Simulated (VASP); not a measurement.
Consider the following.

```xyz
2
Lattice="0.0000 2.2558 2.2558 2.2558 0.0000 2.2558 2.2558 2.2558 0.0000" Properties=species:S:1:pos:R:3 pbc="T T T"
Hf     0.0000     0.0000     0.0000
N      2.2558     2.2558     2.2558
```

The numbers are results of r2SCAN meta-GGA, VASP's PBE PAW potentials (set 64) (plane waves; VASP), not measurements. Run with 520 eV cut-off, 14×14×14 Γ-centred mesh, first-order Methfessel-Paxton smearing of 0.10 eV, potentials Hf_pv N.

Problem. The job: HfN (rock salt), 2 atoms, r2SCAN, static run, 520 eV, 14×14×14 Γ-centred mesh. Roughly how much core time does it take on a busy server core?

Solution. About 4 core-minutes (one run on a shared machine, a rough figure). It had 104 irreducible k-points, 11 bands, up to 636 plane waves and 25 electronic steps.

The compound is HfN in the rock salt structure. It was relaxed first. The electron count is odd and the run is not spin-polarised, which forces a metal.
